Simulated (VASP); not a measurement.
# Hf2Ga with and without spin-orbit coupling, part 3 of 4

Aim: run bands, DOS and a relaxation of Hf2Ga twice, without and with spin-orbit coupling. All runs use PBEsol. Left out of this account: 1 further run (self-consistent run: a reference on another mesh). The start is a cell from a database of measured crystal structures.

VASP 6.6.1, plane waves and PAW; the level of theory is named at each step.

Still holding for the runs below: The k-mesh is coarse for a metal.

So far. Step 3 (Bands along the symmetry lines (PBEsol + SOC)): There is no gap at this level. Without the coupling there was no gap either. The run took 5.5 times the core time, with 80 spinor bands against 50. Step 4 (Total and projected DOS (PBEsol)): Of the states within 0.3 eV of the Fermi level, the largest shares in the PAW spheres are Hf d 47 %, Hf p 10 % and Ga p 7 %. The rest lies in smaller channels or between the spheres.

### Step 5. Total and projected DOS (PBEsol + SOC)

This step: PBEsol, spin-orbit coupling; plane waves and PAW (Hf_pv, Ga_d) (VASP 6.6.1).

Here the states are counted by energy and projected on the atoms.

INCAR

```
SYSTEM = Hf2Ga
PREC = Accurate
ENCUT = 400
EDIFF = 1E-06
NELM = 100
ISMEAR = -5
SIGMA = 0.05
LREAL = .FALSE.
ALGO = Normal
GGA = PS
LNONCOLLINEAR = .TRUE.
MAGMOM = 0 0 0 0 0 0 0 0 0 0 0 0 0 0 0 0 0 0
NBANDS = 80
GGA_COMPAT = .FALSE.
LASPH = .TRUE.
LSORBIT = .TRUE.
LMAXMIX = 4
LORBIT = 11
LWAVE = .FALSE.
LCHARG = .FALSE.
KPAR = 4
NEDOS = 2001
```

POSCAR

```
Hf2Ga
1.0
   -3.3450000000      3.3450000000      2.6470000000
    3.3450000000     -3.3450000000      2.6470000000
    3.3450000000      3.3450000000     -2.6470000000
Hf Ga
4 2
Direct
    0.6600000000      0.1600000000      0.8200000000
    0.1600000000      0.3400000000      0.5000000000
    0.3400000000      0.8400000000      0.1800000000
    0.8400000000      0.6600000000      0.5000000000
    0.2500000000      0.2500000000      0.0000000000
    0.7500000000      0.7500000000      0.0000000000
```

KPOINTS

```
Automatic mesh
0
Gamma
6 6 6
0 0 0
```

PAW data sets: Hf_pv and Ga_d (PBE family, release 64).

Launch:

```sh
mpirun -np 4 vasp_ncl
```

The program printed:

```text
[... set-up lines as in an earlier step ...]
 entering main loop
       N       E                     dE             d eps       ncg     rms          rms(c)
DAV:   1     0.633160785338E+03    0.63316E+03   -0.26412E+04  5232   0.192E+03
DAV:   2     0.441743574737E+02   -0.58899E+03   -0.56887E+03  5264   0.624E+02
DAV:   3    -0.490804337446E+02   -0.93255E+02   -0.89244E+02  5552   0.182E+02
DAV:   4    -0.564196677369E+02   -0.73392E+01   -0.70264E+01  6664   0.470E+01
DAV:   5    -0.566774953360E+02   -0.25783E+00   -0.25435E+00  6152   0.861E+00    0.106E+02
DAV:   6    -0.544152699494E+02    0.22622E+01   -0.40603E+00  5688   0.871E+00    0.634E+01
DAV:   7    -0.539510986600E+02    0.46417E+00   -0.22107E+00  6200   0.763E+00    0.325E+01
DAV:   8    -0.539767010459E+02   -0.25602E-01   -0.24542E-01  6856   0.266E+00    0.287E+00
DAV:   9    -0.539335363707E+02    0.43165E-01   -0.17537E-01  5408   0.213E+00    0.524E-01
DAV:  10    -0.539344731566E+02   -0.93679E-03   -0.15064E-02  7064   0.673E-01    0.417E-01
DAV:  11    -0.539344437426E+02    0.29414E-04   -0.42092E-04  6304   0.974E-02    0.922E-02
DAV:  12    -0.539344590996E+02   -0.15357E-04   -0.84080E-05  6712   0.397E-02    0.121E-01
DAV:  13    -0.539344583360E+02    0.76366E-06   -0.23947E-05  5776   0.229E-02    0.100E-02
DAV:  14    -0.539344572981E+02    0.10378E-05   -0.13831E-06  4368   0.687E-03    0.674E-03
DAV:  15    -0.539344559138E+02    0.13844E-05   -0.16124E-07  3120   0.310E-03    0.522E-03
DAV:  16    -0.539344552104E+02    0.70340E-06    0.39802E-08  3088   0.228E-03
   1 F= -.53934455E+02 E0= -.53934455E+02  d E =0.000000E+00  mag=    -0.0000     0.0000     0.0000
 [... a notice as in an earlier step ...]
```

Run time: 2 min. Hardware: 4 MPI ranks of Intel Xeon 6975P-C (Granite Rapids), shared host; peak memory 2.3 GiB.

OUTCAR, selected parts (step 5):

```text
   NELECT =      66.0000    total number of electrons

 E-fermi :   4.8068

 k-point     1 :       0.0000    0.0000    0.0000
  band No.  band energies     occupation
    ...
     64       4.1993      1.00000
     65       4.3581      1.00000
     66       4.3581      1.00000
     67       4.3908      1.00000
     68       4.3908      1.00000
     69       6.6628      0.00000
     70       6.6628      0.00000
     71       6.8642      0.00000
     72       6.8642      0.00000
     73       7.0375      0.00000
    ...

  Total       -3.5721083     -3.5721083     -2.3476604      0.0000000      0.0000000      0.0000000
  in kB      -48.3091084    -48.3091084    -31.7497044      0.0000000      0.0000000      0.0000000
  external PRESSURE =     -42.7893071 kB  Pullay stress =       0.0000000 kB

 POSITION                                       TOTAL-FORCE (eV/Angst)
 -----------------------------------------------------------------------------------
      1.07040      4.41540     -0.00000        -0.452673     -0.452673      0.000000
      2.27460      1.07040      0.00000         0.452673     -0.452673      0.000000
      2.27460     -1.07040      2.64700         0.452673      0.452673     -0.000000
      1.07040      2.27460      2.64700        -0.452673      0.452673      0.000000
      0.00000      0.00000      1.32350         0.000000      0.000000      0.000000
      0.00000      0.00000      3.97050         0.000000      0.000000      0.000000
 -----------------------------------------------------------------------------------
    total drift:                                0.000000     -0.000000      0.000000

  FREE ENERGIE OF THE ION-ELECTRON SYSTEM (eV)
  ---------------------------------------------------
  free  energy   TOTEN  =       -53.9344552104 eV

  energy  without entropy=      -53.9344552104  energy(sigma->0) =      -53.93445521

 Spin-Orbit-Coupling matrix elements
 Ion:    1  E_soc:     -1.3453816
 Ion:    2  E_soc:     -1.3453816
 Ion:    3  E_soc:     -1.3453816
 Ion:    4  E_soc:     -1.3453816
 Ion:    5  E_soc:     -0.0148227
 Ion:    6  E_soc:     -0.0148227

 magnetization (x)
# of ion       s       p       d       tot
------------------------------------------
    1       -0.000  -0.000  -0.000  -0.000
    2        0.000  -0.000   0.000  -0.000
    3       -0.000  -0.000   0.000  -0.000
    4        0.000   0.000   0.000   0.000
    5        0.000   0.000   0.000   0.000
    6        0.000   0.000   0.000   0.000
--------------------------------------------------
tot         -0.000  -0.000  -0.000  -0.000

 magnetization (y)
# of ion       s       p       d       tot
------------------------------------------
    1        0.000   0.000   0.000   0.000
    2       -0.000   0.000   0.000   0.000
    3        0.000   0.000   0.000   0.000
    4       -0.000   0.000   0.000   0.000
    5        0.000   0.000   0.000   0.000
    6        0.000   0.000   0.000   0.000
--------------------------------------------------
tot          0.000   0.000   0.000   0.000

 magnetization (z)
# of ion       s       p       d       tot
------------------------------------------
    1        0.000   0.000  -0.000  -0.000
    2       -0.000   0.000   0.000  -0.000
    3        0.000   0.000  -0.000  -0.000
    4       -0.000   0.000   0.000   0.000
    5        0.000   0.000   0.000   0.000
    6        0.000   0.000   0.000   0.000
--------------------------------------------------
tot         -0.000   0.000   0.000   0.000

[... 9 parts as in an earlier step ...]

[... 8 further parts left out ...]
```

At this level the cell is under a tension of 4.3 GPa, so at these settings it is away from equilibrium.

Numbers from this step:

| Property | Result |
| --- | --- |
| electronic steps | 16 |
| bands | 80 |
| free energy (TOTEN) | -53.9345 eV |
| Fermi energy | 4.807 eV |
| pressure | -4.279 GPa |
| DOS at the Fermi level | 6.733 states/eV/cell |

On-site spin-orbit energy by atom:

```tsv
atom	on-site spin-orbit energy (eV)
Hf1	-1.35
Hf2	-1.35
Hf3	-1.35
Hf4	-1.35
Ga5	-0.01
Ga6	-0.01
```

The density of states has structure finer than the step of the table below, so its rows give means over 0.5 eV, whole bins alone (the curve runs from -12.0 to 1.57 eV). Peaks (eV: height): total -2.30: 4.29, -1.46: 5.16, -0.43: 13.3, 0.99: 4.51; Hf d -2.30: 1.07, -1.46: 1.48, -0.43: 5.65, 0.99: 2.55; Hf p -1.46: 0.577, -0.43: 1.55, 0.99: 0.436; Ga p -2.37: 0.497, -1.40: 0.621, -0.88: 0.974, -0.43: 1.02; Hf s -8.05: 0.131, -3.98: 0.430, -2.30: 0.441, -1.46: 0.336.

States under -12.0 eV and over 1.6 eV are left out. Density of states against energy, zero at the Fermi level; means over each step; values in states/eV/cell:

```tsv
energy (eV)	total	Hf d	Hf p	Ga p	Hf s	Ga s
-9.5	0	0	0	0	0	0
-9.0	0.178	0.00262	0.00372	7.7e-4	0.0260	0.0680
-8.5	0.677	0.0138	0.0265	0.00589	0.0821	0.271
-8.0	1.32	0.0371	0.0805	0.0175	0.116	0.564
-7.5	1.55	0.0585	0.112	0.0387	0.105	0.669
-7.0	0.461	0.0244	0.0333	0.0188	0.0262	0.193
-6.5	0.949	0.0658	0.0654	0.0586	0.0503	0.371
-6.0	0.667	0.0580	0.0426	0.0507	0.0357	0.240
-5.5	0.621	0.0638	0.0363	0.0521	0.0353	0.208
-5.0	1.15	0.115	0.0647	0.104	0.134	0.257
-4.5	1.24	0.128	0.0797	0.103	0.189	0.195
-4.0	2.05	0.228	0.149	0.198	0.360	0.165
-3.5	1.96	0.286	0.145	0.211	0.329	0.0823
-3.0	2.06	0.359	0.168	0.260	0.287	0.0668
-2.5	2.69	0.613	0.207	0.350	0.279	0.0960
-2.0	2.39	0.596	0.224	0.314	0.207	0.0603
-1.5	3.65	1.04	0.419	0.432	0.238	0.0759
-1.0	5.51	2.02	0.660	0.672	0.0670	0.0294
-0.5	11.1	4.68	1.30	0.877	0.0761	0.0434
0.0	6.70	3.13	0.696	0.445	0.0464	0.0150
0.5	2.13	1.13	0.177	0.0876	0.00918	0.00395
1.0	3.56	2.04	0.318	0.0896	0.0175	0.00310
```

Force by atom:

```tsv
atom	x (eV/Å)	y (eV/Å)	z (eV/Å)	size
Hf1	-0.453	-0.453	0.000	0.640
Hf2	0.453	-0.453	0.000	0.640
Hf3	0.453	0.453	0.000	0.640
Hf4	-0.453	0.453	0.000	0.640
Ga5	0.000	0.000	0.000	0.000
Ga6	0.000	0.000	0.000	0.000
```

The DOS at the Fermi level goes from 6.83 to 6.73 states/eV/cell, a number that is sensitive to the mesh. The run took 4.5 times the core time, with 80 spinor bands against 50. Of the states within 0.3 eV of the Fermi level, the largest shares in the PAW spheres are Hf d 47 %, Hf p 10 % and Ga p 7 %. The rest lies in smaller channels or between the spheres.

### Step 6. Full relaxation (PBEsol)

This step: PBEsol; plane waves and PAW (Hf_pv, Ga_d) (VASP 6.6.1).

Last, the cell itself: ISIF = 3 frees volume, shape and positions, first without the coupling.

INCAR

```
SYSTEM = Hf2Ga
PREC = Accurate
ENCUT = 400
EDIFF = 1E-06
NELM = 100
ISMEAR = -1
SIGMA = 0.05
LREAL = .FALSE.
ALGO = Normal
GGA = PS
NBANDS = 40
LASPH = .TRUE.
LORBIT = 11
LWAVE = .FALSE.
LCHARG = .FALSE.
KPAR = 4
IBRION = 2
NSW = 60
ISIF = 3
EDIFFG = -0.01
```

POSCAR is that of step 5.

KPOINTS is that of step 5.

Launch:

```sh
mpirun -np 4 vasp_std
```

The program printed:

```text
[... set-up lines as in an earlier step ...]
 entering main loop
       N       E                     dE             d eps       ncg     rms          rms(c)
DAV:   1     0.498609287378E+03    0.49861E+03   -0.28428E+04  2512   0.191E+03
DAV:   2     0.770409655941E+01   -0.49091E+03   -0.47688E+03  2592   0.543E+02
DAV:   3    -0.508977255337E+02   -0.58602E+02   -0.56397E+02  2800   0.139E+02
DAV:   4    -0.538758211900E+02   -0.29781E+01   -0.29077E+01  3352   0.310E+01
DAV:   5    -0.539425701835E+02   -0.66749E-01   -0.66504E-01  2880   0.438E+00    0.923E+01
DAV:   6    -0.517180576960E+02    0.22245E+01   -0.38550E+00  2832   0.830E+00    0.561E+01
DAV:   7    -0.513244087111E+02    0.39365E+00   -0.41222E+00  3248   0.102E+01    0.451E+00
DAV:   8    -0.512316936278E+02    0.92715E-01   -0.50346E-01  2784   0.361E+00    0.183E+00
DAV:   9    -0.512324989630E+02   -0.80534E-03   -0.48183E-02  3280   0.106E+00    0.908E-01
DAV:  10    -0.512319608998E+02    0.53806E-03   -0.36420E-03  2992   0.265E-01    0.410E-01
DAV:  11    -0.512319624152E+02   -0.15155E-05   -0.43990E-04  3024   0.114E-01    0.705E-02
DAV:  12    -0.512319600440E+02    0.23713E-05   -0.29113E-05  3072   0.281E-02    0.338E-02
DAV:  13    -0.512319595923E+02    0.45171E-06   -0.28204E-06  2552   0.865E-03
   1 F= -.51231960E+02 E0= -.51206947E+02  d E =-.512320E+02
 curvature:   0.00 expect dE= 0.000E+00 dE for cont linesearch  0.000E+00
 trial: gam= 0.00000 g(F)=  0.696E-01 g(S)=  0.215E+00 ort = 0.000E+00 (trialstep = 0.100E+01)
 search vector abs. value=  0.285E+00
 bond charge predicted
       N       E                     dE             d eps       ncg     rms          rms(c)
DAV:   1    -0.535815381364E+02   -0.23496E+01   -0.55574E+01  2824   0.585E+01    0.189E+01
DAV:   2    -0.518151116177E+02    0.17664E+01   -0.64569E+00  3208   0.274E+01    0.485E+00
DAV:   3    -0.514016948166E+02    0.41342E+00   -0.59838E-01  2824   0.417E+00    0.216E+00
DAV:   4    -0.512945039096E+02    0.10719E+00   -0.15598E-01  3560   0.205E+00    0.135E+00
DAV:   5    -0.512836202359E+02    0.10884E-01   -0.81811E-03  3416   0.543E-01    0.770E-01
DAV:   6    -0.512815105395E+02    0.21097E-02   -0.18623E-03  3408   0.264E-01    0.143E-01
DAV:   7    -0.512815072237E+02    0.33158E-05   -0.11235E-04  3488   0.496E-02    0.298E-02
DAV:   8    -0.512815076012E+02   -0.37751E-06   -0.74918E-06  2800   0.149E-02
   2 F= -.51281508E+02 E0= -.51261475E+02  d E =-.495480E-01
[...]
3 F= -.51320208E+02 E0= -.51297594E+02  d E =-.882484E-01
[...]
4 F= -.51358384E+02 E0= -.51337510E+02  d E =-.381760E-01
[...]
5 F= -.51360012E+02 E0= -.51339454E+02  d E =-.398038E-01
[...]
6 F= -.51363961E+02 E0= -.51343437E+02  d E =-.394901E-02
[...]
7 F= -.51364141E+02 E0= -.51343586E+02  d E =-.412921E-02
[...]
8 F= -.51364123E+02 E0= -.51343779E+02  d E =0.181334E-04
 trial-energy change:    0.000018  1 .order    0.000038   -0.000917    0.000993
 step:   0.5052(harm=  0.4895)  dis= 0.00017  next Energy=   -51.364371 (dE=-0.230E-03)
 bond charge predicted
       N       E                     dE             d eps       ncg     rms          rms(c)
DAV:   1    -0.513665652892E+02   -0.24428E-02   -0.47054E-02  2904   0.179E+00    0.619E-01
DAV:   2    -0.513649282361E+02    0.16371E-02   -0.49390E-03  3288   0.642E-01    0.149E-01
DAV:   3    -0.513645007479E+02    0.42749E-03   -0.57323E-04  2928   0.141E-01    0.662E-02
DAV:   4    -0.513643853830E+02    0.11536E-03   -0.16214E-04  3736   0.680E-02    0.342E-02
DAV:   5    -0.513643736236E+02    0.11759E-04   -0.10210E-05  3056   0.174E-02    0.200E-02
DAV:   6    -0.513643720060E+02    0.16176E-05   -0.12569E-06  1896   0.818E-03    0.677E-03
DAV:   7    -0.513643717300E+02    0.27596E-06   -0.26742E-07  1616   0.331E-03
   9 F= -.51364372E+02 E0= -.51343923E+02  d E =-.230691E-03
 curvature:  -0.27 expect dE=-0.453E-06 dE for cont linesearch -0.392E-09
 trial: gam= 0.00427 g(F)=  0.162E-05 g(S)=  0.293E-07 ort = 0.120E-05 (trialstep = 0.916E+00)
 search vector abs. value=  0.168E-05
 reached required accuracy - stopping structural energy minimisation
```

It took 2 min on 4 MPI ranks; peak memory 1 GiB.

OUTCAR, selected parts (step 6):

```text
   k-points           NKPTS =     30   k-points in BZ     NKDIM =     30   number of bands    NBANDS=     40

   NELECT =      66.0000    total number of electrons

 E-fermi :   5.0553

 k-point     1 :       0.0000    0.0000    0.0000
  band No.  band energies     occupation
    ...
     30       4.0960      2.00000
     31       4.1713      2.00000
     32       4.5215      1.99995
     33       4.5243      1.99995
     34       4.5243      1.99995
     35       6.9325      0.00000
     36       7.3768      0.00000
     37       7.6343      0.00000
     38       7.7437      0.00000
     39       7.7437      0.00000
    ...

  Total       -0.0003396     -0.0003396      0.0018470      0.0000000      0.0000000      0.0000000
  in kB       -0.0047651     -0.0047651      0.0259149      0.0000000      0.0000000      0.0000000
  external PRESSURE =       0.0054616 kB  Pullay stress =       0.0000000 kB

 POSITION                                       TOTAL-FORCE (eV/Angst)
 -----------------------------------------------------------------------------------
      1.01649      4.31896     -0.00000        -0.002051     -0.002051      0.000000
      2.28599      1.01649     -0.00000         0.002051     -0.002051     -0.000000
      2.28599     -1.01649      2.61749         0.002051      0.002051     -0.000000
      1.01649      2.28599      2.61749        -0.002051      0.002051     -0.000000
      0.00000      0.00000      1.30875         0.000000     -0.000000     -0.000000
      0.00000      0.00000      3.92624        -0.000000     -0.000000     -0.000000
 -----------------------------------------------------------------------------------
    total drift:                                0.000000      0.000000      0.000000

  FREE ENERGIE OF THE ION-ELECTRON SYSTEM (eV)
  ---------------------------------------------------
  free  energy   TOTEN  =       -51.3643717300 eV

  energy  without entropy=      -51.3234746461  energy(sigma->0) =      -51.34392319

 reached required accuracy - stopping structural energy minimisation

[... 7 parts as in an earlier step ...]

[... 9 further parts left out ...]
```

CONTCAR:

```
Hf2Ga
   1.00000000000000
    -3.3024761592102725    3.3024761592102725    2.6174934191762991
     3.3024761592102725   -3.3024761592102725    2.6174934191762991
     3.3024761592102725    3.3024761592102725   -2.6174934191762991
  Hf              Ga
     4     2
Direct
     0.6538974389007028    0.1538974389007028    0.8077948778014128
     0.1538974389007028    0.3461025610992972    0.5000000000000000
     0.3461025610992972    0.8461025610992972    0.1922051221985873
     0.8461025610992972    0.6538974389007028    0.5000000000000000
     0.2500000000000000    0.2500000000000000    0.0000000000000000
     0.7500000000000000    0.7500000000000000    0.0000000000000000
```

The run keeps the 16 symmetry operations of its start, so it cannot find a distortion of lower symmetry.

Relaxation path:

```tsv
step	energy less that of the first step (eV)	largest force (eV/Å)	pressure (GPa)	volume (Å³)
1	0.0000	0.6005	-3.96	118.47
2	-0.0495	0.4177	4.99	110.29
3	-0.0882	0.5054	1.17	113.46
4	-0.1264	0.1310	0.38	113.89
5	-0.1281	0.0286	0.17	114.00
6	-0.1320	0.0069	-0.17	114.34
7	-0.1322	0.0013	-0.26	114.43
8	-0.1322	0.0046	0.29	113.95
9	-0.1324	0.0029	0.00	114.19
```

```tsv
conventional cell, symmetrised	before	after	change
a (Å)	6.690	6.605	-1.3 %
b (Å)	6.690	6.605	-1.3 %
c (Å)	5.294	5.235	-1.1 %
volume (Å³/atom)	19.74	19.03	-3.6 %
```

The atoms that moved most (Å, as changes of fractional coordinates times the final cell):

```tsv
atom	dx	dy	dz	length
Hf3	0.040	0.040	0.000	0.057
Hf2	0.040	-0.040	0.000	0.057
Hf1	-0.040	-0.040	0.000	0.057
Hf4	-0.040	0.040	0.000	0.057
```

The relaxed structure:

```cif
data_structure
_symmetry_space_group_name_H-M 'P 1'
_symmetry_Int_Tables_number 1
_cell_length_a 5.3539
_cell_length_b 5.3539
_cell_length_c 5.3539
_cell_angle_alpha 103.829
_cell_angle_beta 103.829
_cell_angle_gamma 121.464
_cell_volume 114.19
loop_
_atom_site_label
_atom_site_type_symbol
_atom_site_fract_x
_atom_site_fract_y
_atom_site_fract_z
_atom_site_occupancy
Hf1 Hf 0.65390 0.15390 0.80779 1
Hf2 Hf 0.15390 0.34610 0.50000 1
Hf3 Hf 0.34610 0.84610 0.19221 1
Hf4 Hf 0.84610 0.65390 0.50000 1
Ga5 Ga 0.25000 0.25000 0.00000 1
Ga6 Ga 0.75000 0.75000 0.00000 1
```

Numbers from this step:

* bands: 40
* free energy (TOTEN): -51.3644 eV
* energy at zero smearing: -51.3439 eV
* Fermi energy: 5.055 eV
* pressure: 5.46e-4 GPa
* SCF cycles over all ionic steps: 70

It ends with a largest force of 0.003 eV/Å and a pressure of 0.00 GPa.

(Continued in part 4 of 4.)

[Lines on the potential files, build, host, timing and source positions are cut from VASP's logs without a mark.]

[Logs are printed without paths, hosts, clocks, repeated set-up lines and the standing remarks that a program may print on its own settings, such as how far it seeks lower states.]

[Hosts, paths, dates, database ids (printed as entryN), source tags and the programs' standing remarks are cut or masked in the printed files.]

[A measured line is paired with the nearest computed mode of its activity, which favours agreement.]
